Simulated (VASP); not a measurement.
Consider the following.

```
CELL_PARAMETERS angstrom
      0.00000     3.02169     3.02169
      3.02169     0.00000     3.02169
      3.02169     3.02169     0.00000
ATOMIC_POSITIONS crystal
  Pb 0.00000 0.00000 0.00000
  Se 0.50000 0.50000 0.50000
```

The numbers are results of LDA (Ceperley-Alder, Perdew-Zunger), VASP's LDA PAW potentials (set 64) (plane waves; VASP), not measurements. Run with 400 eV cut-off, Gaussian smearing of 0.050 eV, potentials Pb_d Se.

Unless said otherwise, spin-orbit coupling is left out, though it shifts the bands of the heavy elements here.

Problem. Give the energies of bands 7 to 13 at the high-symmetry points, in eV from the valence-band maximum.

Solution. 
```json
[
 {"band": "7", "Γ": "-6.36", "X": "-7.56", "U": "-8.29", "L": "-9.12", "W": "-8.27"},
 {"band": "8", "Γ": "-2.08", "X": "-5.38", "U": "-4.95", "L": "-1.63", "W": "-4.59"},
 {"band": "9", "Γ": "-2.08", "X": "-3.53", "U": "-2.99", "L": "-1.63", "W": "-4.59"},
 {"band": "10", "Γ": "-2.08", "X": "-3.53", "U": "-2.62", "L": "0.00", "W": "-0.89"},
 {"band": "11", "Γ": "4.65", "X": "3.41", "U": "3.29", "L": "0.03", "W": "1.71"},
 {"band": "12", "Γ": "4.65", "X": "5.62", "U": "3.95", "L": "1.48", "W": "4.85"},
 {"band": "13", "Γ": "4.65", "X": "5.62", "U": "5.41", "L": "1.48", "W": "4.85"}
]
```

The gap is direct, 0.03 eV, from the valence maximum at L to the conduction minimum at L.

The structure comes from a computed database's PbSe entry (Fm-3m); how it stands against other phases isn't given here. It was relaxed first, which changed the volume by -7 %.
